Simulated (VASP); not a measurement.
A convergence study with VASP on V (space group Im-3m): one setting is varied, all else stays as given below, so the limit is that of these other settings.

```yaml
crystal:
  lattice:
    - [-1.50743, 1.50743, 1.50743]
    - [1.50743, -1.50743, 1.50743]
    - [1.50743, 1.50743, -1.50743]
  atoms:
    - { symbol: V, position: [0.00000, 0.00000, 0.00000] }
```

The numbers are results of PBE GGA, VASP's PBE PAW potentials (set 64) (plane waves; VASP), not measurements. The tightest run used: 720 eV cut-off, 15×15×15 Γ-centred mesh, Gaussian smearing of 0.10 eV, potentials V_sv.

**Question.** The settings run are ENCUT = 105; ENCUT = 120; ENCUT = 135; ENCUT = 150; ENCUT = 165; ENCUT = 180; ENCUT = 210; ENCUT = 240; ENCUT = 270; ENCUT = 330; ENCUT = 360; ENCUT = 405; ENCUT = 450; ENCUT = 525; ENCUT = 600; ENCUT = 720. From which on does the stress (every component) stay within 0.5 GPa of the tightest run?

**Answer.** From ENCUT = 525 on: it is off by 0.09 there and by no more than 0.5 in any finer run, while ENCUT = 450 is off by 0.70.
| setting | E (eV/atom) | pressure (GPa) | plane waves | difference judged (GPa) |
|---|---|---|---|---|
| ENCUT = 105 | 74.4940 | -3947.96 | 43 | 3944.71 |
| ENCUT = 120 | 32.4860 | -2612.69 | 47 | 2609.44 |
| ENCUT = 135 | 10.5681 | -1643.87 | 55 | 1640.62 |
| ENCUT = 150 | 1.0126 | -1034.48 | 68 | 1031.23 |
| ENCUT = 165 | -3.8530 | -642.53 | 71 | 639.28 |
| ENCUT = 180 | -6.5641 | -387.39 | 80 | 384.14 |
| ENCUT = 210 | -8.4954 | -130.67 | 103 | 127.41 |
| ENCUT = 240 | -8.8944 | -39.66 | 135 | 36.41 |
| ENCUT = 270 | -8.9799 | -10.56 | 146 | 7.30 |
| ENCUT = 330 | -8.9961 | -3.41 | 200 | 0.16 |
| ENCUT = 360 | -8.9921 | -4.30 | 236 | 1.05 |
| ENCUT = 405 | -8.9909 | -4.64 | 261 | 1.39 |
| ENCUT = 450 | -8.9915 | -3.96 | 321 | 0.70 |
| ENCUT = 525 | -8.9922 | -3.16 | 386 | 0.09 |
| ENCUT = 600 | -8.9922 | -3.23 | 472 | 0.02 |
| ENCUT = 720 | -8.9926 | -3.25 | 618 | 0.00 |

VASP warned of too few bands at ENCUT = 105.

Left out are rungs that failed or repeat a setting and relaxations that didn't move; long series are thinned to 24 rows.

The structure is a typed V crystal (space group no. 229). The cell was not relaxed at this level. The run is not spin-polarised, so no magnetic state was tried. VASP warned that the highest band is occupied, so more bands are needed.
